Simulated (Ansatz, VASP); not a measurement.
## Ta2H2NO2 (Ta2N(OH)2 MXene monolayer) in two plane-wave programs

Aim: how closely do two programs agree when they are given the same cell, functional and k mesh? Of the first pair: The structure shown is the start of the Ansatz relaxation below; VASP solves that cell, so the two are compared at the walk's first step.

Method: plane waves, with VASP 6.6.1 beside it; PBE, in Ansatz 0.2.0.

## (1) Starting point

The cell holds 7 atoms: 2 H, 2 O, 2 Ta and 1 N. Its edges and angles: a = 3.155 Å, b = 3.155 Å, c = 37.563 Å, α = 90.0°, β = 90.0°, γ = 120.0°. Vacuum lies along c. The height across the vacuum is the one that the program set for its solve, not the one typed.

Coordinates:

```cif
data_structure
_symmetry_space_group_name_H-M 'P 1'
_symmetry_Int_Tables_number 1
_cell_length_a 3.1546
_cell_length_b 3.1546
_cell_length_c 37.5634
_cell_angle_alpha 90.000
_cell_angle_beta 90.000
_cell_angle_gamma 120.000
_cell_volume 323.73
loop_
_atom_site_label
_atom_site_type_symbol
_atom_site_fract_x
_atom_site_fract_y
_atom_site_fract_z
_atom_site_occupancy
H1 H 0.33333 0.66667 0.21297 1
H2 H 0.66667 0.33333 0.39618 1
O3 O 0.33333 0.66667 0.23906 1
O4 O 0.66667 0.33333 0.37009 1
Ta5 Ta 0.66667 0.33333 0.27144 1
Ta6 Ta 0.33333 0.66667 0.33771 1
N7 N 0.00000 0.00000 0.30457 1
```

## (2) Ansatz: relaxation, PBE

Ansatz runs on its default PAW (the set named soft_2) files.

The two programs are compared at the cell with which this relaxation starts, whose forces are those of its first step.

The input, input.yaml:

```yaml
crystal:
  lattice:
    - [3.15458, 0.0, 0.0]
    - [-1.57729, 2.7319464183, 0.0]
    - [0.0, 0.0, 22.881688773]
  atoms:
    - { symbol: H, position: [0.3333333333, 0.6666666667, 0.3496245439] }
    - { symbol: O, position: [0.3333333333, 0.6666666667, 0.3924535505] }
    - { symbol: Ta, position: [0.6666666667, 0.3333333333, 0.4456022134], spin: 1.0 }
    - { symbol: "N", position: [0.0, 0.0, 0.5] }
    - { symbol: Ta, position: [0.3333333333, 0.6666666667, 0.5543977866], spin: 1.0 }
    - { symbol: O, position: [0.6666666667, 0.3333333333, 0.6075464495] }
    - { symbol: H, position: [0.6666666667, 0.3333333333, 0.6503754561] }
  periodic: [true, true, false]
magnetization:
  spin_polarized: true
kpoints:
  mp_grid: { grid: [12, 12, 1] }
hamiltonian:
  xc: pbe
scf:
  occupations: { method: fermi_dirac, width: 0.05 }
relax:
  f_tol: 0.01
  max_steps: 90
  cell: {}
```

On the command line:

```console
ansatz run input.yaml --threads 4 --pin off --max-ram 8192MiB --backend cpu --events-out ev --progress --plain --runs-dir out
```

Numbers of over 12 decimals in the logs are rounded to 6 here.

Log:

```text
Warning: crystal.periodic: the lattice vector that does not repeat stood 0.000° off the slab's normal, 22.882 Å along it as the deck builds it. The run solves the slab on a vector along the normal, 37.563 Å long, with every atom where it was (on the deck's vector they left 16.00 Å outside them, and the widest stretch free of ions among them is 1.24 Å). A fractional position that the run reports is one of the run's ce [...]
crystal.periodic: the lattice vector that does not repeat stood 0.000° off the slab's normal, 22.882 Å along it as the deck builds it. The run solves the slab on a vector along the normal, 37.563 Å long, with every atom where it was (on the deck's vector they left 16.00 Å outside them, and the widest stretch free of ions among them is 1.24 Å). A fractional position that the run reports is one of the run's cell, which [...]
Engine: ansatz 0.2.0, aarch64-unknown-linux-gnu
Pseudopotentials: kind: paw
Pseudopotential: H, paw, valence charge 1, recommended cutoff 420 eV (normal), H.paw.azcp
Pseudopotential: O, paw, valence charge 6, recommended cutoff 420 eV (normal), O.paw.azcp
Pseudopotential: Ta, paw, valence charge 13, recommended cutoff 420 eV (normal), Ta.paw.azcp
Pseudopotential: N, paw, valence charge 5, recommended cutoff 420 eV (normal), N.paw.azcp
Functional definition: PBE
  parameter kappa = 0.804
  parameter beta = 0.066725
  exchange = pbe_x(kappa = kappa, mu = beta*pi^2/3)
  correlation = pbe_c(beta = beta)
Crystal: 7 atoms, lattice volume = 323.727 Å³
Basis set: ecut = 420 eV, 6269 PW (Γ), exchange–correlation on 48×48×512 points (8 copies of the dense FFT grid, shifted against one another)
Bands: 31, of which v1, the nominal top of the filled ones, is band 23 counted from 1 (22 counted from 0)
Symmetry: 12 space group operations
Space group: P-3m1 (ITA 164), of the structure as read, at distance tolerance 6.9e-5 Å
Magnetic group: BNS 164.85 (UNI 1315), of the structure as read, at distance tolerance 6.9e-5 Å
k-points: 19 of 144
Non-local potential: H, projectors of the file, l = 0: 2, l = 1: 1
Non-local potential: O, projectors of the file, l = 0: 2, l = 1: 2, l = 2: 1
Non-local potential: Ta, projectors of the file, l = 0: 3, l = 1: 2, l = 2: 2, l = 3: 1
Non-local potential: N, projectors of the file, l = 0: 2, l = 1: 2, l = 2: 1
PAW form: soft (Blöchl's): semilocal exchange-correlation on the pseudo side does not see the compensation charge
[...]
SCF 14 converged in 8 iterations: F = -21416.982690 eV  dr2 = 1.36e-8
relax step  14: F+E_penalty+E_count = -21416.98269021 eV  Δ(F+E_penalty+E_count) = -1.640e-3 eV  max|allowed force component| = 3.889e-3 eV/Å  Δτ_max = 0.0089 Å  P = +0.007 N/m  Ω = 353.170 Å³  energy of the carried Pulay correction = -4.793e-3 eV  fix = [c, alpha, beta]  reactions: c +0.000 N/m  (8 SCF iters, dr2 threshold 3.47e-8 eV, accepted)
iter 1 solved again at ethr=9.37e-8 eV; its pass at ethr=3.10e-3 eV (dr2=4.22e-5 eV) is discarded
SCF iter   1: F=—  HF=-21416.984319 eV  |F-HF|=—  |Δ(HF+E_count)|=         —  Δρ=4.88e-5 (↑4.87e-5 ↓4.88e-5)  dr2=1.62e-5  dr2_m=3.16e-11  M=0.000 μB ∫|m|=0.000 μB  β_m=0.65  ethr=9.37e-8  ⟨swp⟩=7.8  Hψ=15110  notcnv=0
preconditioner: auto → LDOS  [metal: Δε(μ)=0.086 eV  Ē_g=9.702 eV  σ=0.050 eV  W_gap=0.38  n_scr=20 (ndim 8)  ℏωp=9.9 eV  f_vac=0.762  D(μ)=2.54/eV (n_scr^D=12)]
spin=Collinear: LDOS preconditioning applied to the charge; magnetization (m = ρ↑ − ρ↓) channel mixes plain (no charge-response kernel on spin).
SCF iter   2: F=—  HF=-21416.986541 eV  |F-HF|=—  |Δ(HF+E_count)|=   2.22e-3  Δρ=1.69e-5 (↑1.69e-5 ↓1.69e-5)  dr2=7.20e-7  dr2_m=1.04e-11  M=0.000 μB ∫|m|=0.000 μB  β_m=0.49  ethr=3.59e-8  ⟨swp⟩=3.6  Hψ=2145  notcnv=0
SCF iter   3: F=—  HF=-21416.987077 eV  |F-HF|=—  |Δ(HF+E_count)|=   5.36e-4  Δρ=8.73e-6 (↑8.73e-6 ↓8.73e-6)  dr2=7.69e-7  dr2_m=5.26e-12  M=0.000 μB ∫|m|=0.000 μB  β_m=0.49  ethr=1.60e-9  ⟨swp⟩=4.3  Hψ=2592  notcnv=0
SCF iter   4: F=—  HF=-21416.987259 eV  |F-HF|=—  |Δ(HF+E_count)|=   1.82e-4  Δρ=5.58e-6 (↑5.57e-6 ↓5.58e-6)  dr2=4.77e-7  dr2_m=2.74e-12  M=0.000 μB ∫|m|=0.000 μB  β_m=0.74  ethr=1.60e-9  ⟨swp⟩=2.9  Hψ=1554  notcnv=0
SCF iter   5: F=—  HF=-21416.987416 eV  |F-HF|=—  |Δ(HF+E_count)|=   1.56e-4  Δρ=1.45e-6 (↑1.45e-6 ↓1.45e-6)  dr2=7.36e-8  dr2_m=6.70e-13  M=0.000 μB ∫|m|=0.000 μB  β_m=0.87  ethr=1.06e-9  ⟨swp⟩=3.9  Hψ=2096  notcnv=0
SCF iter   6: F=—  HF=-21416.987427 eV  |F-HF|=—  |Δ(HF+E_count)|=   1.14e-5  Δρ=7.47e-7 (↑7.43e-7 ↓7.47e-7)  dr2=3.13e-8  dr2_m=2.61e-13  M=0.000 μB ∫|m|=0.000 μB  β_m=0.80  ethr=1.64e-10  ⟨swp⟩=3.1  Hψ=1999  notcnv=0
SCF iter   7: F=—  HF=-21416.987428 eV  |F-HF|=—  |Δ(HF+E_count)|=   6.68e-7  Δρ=2.99e-7 (↑2.94e-7 ↓2.99e-7)  dr2=6.77e-9  dr2_m=1.20e-13  M=0.000 μB ∫|m|=0.000 μB  β_m=0.90  ethr=6.96e-11  ⟨swp⟩=2.7  Hψ=1816  notcnv=0
SCF iter   8: F=—  HF=-21416.987428 eV  |F-HF|=—  |Δ(HF+E_count)|=   1.07e-7  Δρ=9.18e-8 (↑9.02e-8 ↓9.18e-8)  dr2=5.87e-10  dr2_m=4.24e-14  M=0.000 μB ∫|m|=0.000 μB  β_m=0.89  ethr=1.50e-11  ⟨swp⟩=3.0  Hψ=1945  notcnv=0
SCF iter   9: F=—  HF=-21416.987461 eV  |F-HF|=—  |Δ(HF+E_count)|=   3.30e-5  Δρ=2.13e-7 (↑2.13e-7 ↓2.13e-7)  dr2=1.58e-8  dr2_m=2.10e-14  M=0.000 μB ∫|m|=0.000 μB  β_m=0.89  ethr=1.30e-12  ⟨swp⟩=5.7  Hψ=3159  notcnv=0
SCF iter  10: F=—  HF=-21416.987461 eV  |F-HF|=—  |Δ(HF+E_count)|=   5.73e-9  Δρ=1.85e-7 (↑1.85e-7 ↓1.84e-7)  dr2=1.17e-8  dr2_m=1.53e-14  M=0.000 μB ∫|m|=0.000 μB  β_m=0.94  ethr=1.30e-12  ⟨swp⟩=2.1  Hψ=1306  notcnv=0
SCF iter  11: F=—  HF=-21416.987461 eV  |F-HF|=—  |Δ(HF+E_count)|=   6.34e-9  Δρ=1.50e-7 (↑1.50e-7 ↓1.50e-7)  dr2=8.64e-9  dr2_m=9.72e-15  M=0.000 μB ∫|m|=0.000 μB  β_m=0.78  ethr=1.30e-12  ⟨swp⟩=2.3  Hψ=1374  notcnv=0
SCF iter  12: F=—  HF=-21416.987461 eV  |F-HF|=—  |Δ(HF+E_count)|=   4.58e-9  Δρ=1.40e-7 (↑1.39e-7 ↓1.40e-7)  dr2=7.46e-9  dr2_m=8.37e-15  M=0.000 μB ∫|m|=0.000 μB  β_m=0.89  ethr=1.30e-12  ⟨swp⟩=1.7  Hψ=1285  notcnv=0
SCF iter  13: F=—  HF=-21416.987461 eV  |F-HF|=—  |Δ(HF+E_count)|=   5.90e-9  Δρ=1.45e-7 (↑1.44e-7 ↓1.45e-7)  dr2=7.83e-9  dr2_m=8.57e-15  M=0.000 μB ∫|m|=0.000 μB  β_m=0.68  ethr=1.30e-12  ⟨swp⟩=1.6  Hψ=1334  notcnv=0
SCF iter  14: F=—  HF=-21416.987461 eV  |F-HF|=—  |Δ(HF+E_count)|=   1.16e-9  Δρ=1.42e-7 (↑1.41e-7 ↓1.42e-7)  dr2=7.74e-9  dr2_m=1.89e-14  M=0.000 μB ∫|m|=0.000 μB  β_m=0.51  ethr=1.30e-12  ⟨swp⟩=1.4  Hψ=1284  notcnv=0
SCF iter  15: F=—  HF=-21416.987461 eV  |F-HF|=—  |Δ(HF+E_count)|=   7.90e-9  Δρ=1.02e-7 (↑1.01e-7 ↓1.02e-7)  dr2=4.15e-9  dr2_m=9.20e-15  M=0.000 μB ∫|m|=0.000 μB  β_m=0.53  ethr=1.30e-12  ⟨swp⟩=2.4  Hψ=1414  notcnv=0
SCF iter  16: F=—  HF=-21416.987461 eV  |F-HF|=—  |Δ(HF+E_count)|=  3.64e-12  Δρ=4.92e-8 (↑4.87e-8 ↓4.92e-8)  dr2=8.20e-10  dr2_m=1.56e-14  M=0.000 μB ∫|m|=0.000 μB  β_m=0.47  ethr=1.30e-12  ⟨swp⟩=2.5  Hψ=1650  notcnv=0
SCF iter  17: F=—  HF=-21416.987461 eV  |F-HF|=—  |Δ(HF+E_count)|=   9.31e-9  Δρ=1.25e-8 (↑1.25e-8 ↓1.24e-8)  dr2=1.56e-12  dr2_m=1.07e-14  M=-0.000 μB ∫|m|=0.000 μB  β_m=0.67  ethr=1.30e-12  ⟨swp⟩=2.4  Hψ=1368  notcnv=0
SCF iter  18: F=-21416.987461 eV  HF=-21416.987461 eV  |F-HF|=6.26e-10  |Δ(HF+E_count)|=   9.95e-9  Δρ=5.93e-9 (↑5.93e-9 ↓5.71e-9)  dr2=1.73e-12  dr2_m=1.37e-15  M=-0.000 μB ∫|m|=0.000 μB  ethr=1.00e-12  ⟨swp⟩=8.0  Hψ=6506  notcnv=0
the starting moments were not kept: the SCF closed with an absolute magnetisation of 2.7e-7 μB, where they sum to 2 μB in size (2 sites). That is at most 0.1 of that sum. Measured as dr2_m measures the in/out step, that magnetisation stands 2.5e-15 eV from none, at or under the dr2_threshold of 2.5e-11 eV: it is no larger than a step whose dr2_m would equal this threshold.
SCF 15 converged in 18 iterations: F = -21416.987461 eV  dr2 = 1.73e-12
relax step  15: F+E_penalty+E_count = -21416.98746111 eV  Δ(F+E_penalty+E_count) = -4.771e-3 eV  max|allowed force component| = 4.521e-3 eV/Å  Δτ_max = 0.0000 Å  P = +0.039 N/m  Ω = 353.170 Å³  fix = [c, alpha, beta]  reactions: c +0.000 N/m  stress off target by 3.88e-2 N/m on what of the cell is left free  SCF on the basis re-selected at this cell (its energy is not comparable with the rows above)  (18 SCF iters)
basis re-selected at this cell: Δ(F+E_penalty+E_count) = -4.771e-3 eV, ΔP = +0.032 N/m vs the last step (what re-selecting the basis moved, of the pressure what is left beyond the Pulay correction that the steps carried, after the strain that the cell walked since its last selection, with what the two solves' SCF thresholds leave and, on support functions, any second-order correction that the steps lacked; it is no m [...]
SCF converged after 18 iterations
Magnetization: -0.0000 μB (22.5000 up, 22.5000 down)
Absolute magnetization: 0.0000 μB (∫|ρ↑−ρ↓|, with the PAW one-centre terms)
Spin contamination: 0.0000 ħ² per cell (⟨S²⟩ above its minimum at these occupations)
Per-site moments (μB) at R_I (Å): [(-2.0560608061828246e-9, 0.404229), (-3.6234830666884687e-9, 0.404229), (-1.2165783769852336e-8, 0.889863), (4.580308250778658e-10, 0.889863), (-1.2165783726279988e-8, 0.889863), (-3.623483042493084e-9, 0.404229), (-2.0560608086198286e-9, 0.404229)]
Free energy (F): -21416.987461 eV
Harris-Foulkes:  -21416.987461 eV  (|F-HF|=6.26e-10)
Internal energy: -21416.966077 eV  (E = F + TS)
E sigma→0 (E₀):  -21416.976769 eV
Entropy (-TS):   -0.021384 eV (-3.055 meV/atom)
Fermi energy:    -2.519723 eV
--- Per-component energies (eV) ---
  E_band       = -1095.938406
  E_kinetic    = 1247.228047
  E_local      = -148455.024020  (includes V_loc(G=0)·N_el)
  E_nonlocal   = 175.003804
  E_hartree    = 73476.308815
  E_xc         = -662.314070
  E_vxc        = -695.775647  (∫ρ·V_xc dr)
  E_paw        = -17239.470034  (= ΣΔE_a)
  E_vpaw       = -319.991612  (= ΣTr[D̂ρ^β])
  E_aug_tail   = 0.002961  (compensation charges beyond the density's cutoff)
  E_ewald      = 70041.298420
  E_smearing   = -0.021384  (= −TS)
  E_closure    = 0.000000  (closes the sum)
  Σ components = -21416.987461   (vs F -21416.987461, Δ=0.00e0)
--- Forces (eV/Å), atoms counted from 1 ---
  atom   1  H     -0.00000000     0.00000000     0.00452136
  atom   2  O      0.00000000     0.00000000    -0.00026921
  atom   3  Ta     0.00000000    -0.00000000     0.00318924
  atom   4  N      0.00000000    -0.00000000     0.00000000
  atom   5  Ta     0.00000000     0.00000000    -0.00318924
  atom   6  O      0.00000000    -0.00000000     0.00026921
  atom   7  H     -0.00000000    -0.00000000    -0.00452136
  max |Σ_I F_I| component: 1.36e-17 eV/Å
--- 2D stress c σ (N/m, compression-positive) ---
        0.038806       0.000000      -0.000000
       -0.000000       0.038806       0.000000
       -0.000000       0.000000       0.000000
  P = ½ c Tr σ = 0.0388 N/m
--- Relaxed structure (13 steps of the walk, 12 accepted, 2 SCFs on fresh bases) ---
  F+E_penalty+E_count = -21416.98746111 eV   max|allowed force component| = 4.521e-3 eV/Å   (the final SCF, on the basis selected at the relaxed cell)
  cell:  # Å, volume = 353.1700 Å³
    - [3.294915, 0.0, 0]
    - [-1.647458, 2.853480, 0]
    - [0, 0, 37.563378]
  atoms:
    - { symbol: H, position: [0.333333, 0.666667, 0.217244] }
    - { symbol: O, position: [0.333333, 0.666667, 0.243331] }
    - { symbol: Ta, position: [0.666667, 0.333333, 0.277493] }
    - { symbol: N, position: [0, 0, 0.304574] }
    - { symbol: Ta, position: [0.333333, 0.666667, 0.331656] }
    - { symbol: O, position: [0.666667, 0.333333, 0.365817] }
    - { symbol: H, position: [0.666667, 0.333333, 0.391905] }
```

In the SCF lines HF is the Harris–Foulkes energy and dr2 the Hartree energy of the density residual, in eV; the loop may stop once dr2 is under the threshold and the program's other checks hold. Hψ counts applications of the Hamiltonian.

(Part 1 of 2 ends here.)

[Lines on the potential files, build, host, timing and source positions are cut from VASP's logs without a mark.]

[Logs are printed without paths, hosts, clocks, repeated set-up lines and the standing remarks that a program may print on its own settings, such as how far it seeks lower states.]

[Hosts, paths, dates, database ids (printed as entryN), source tags and the programs' standing remarks are cut or masked in the printed files.]
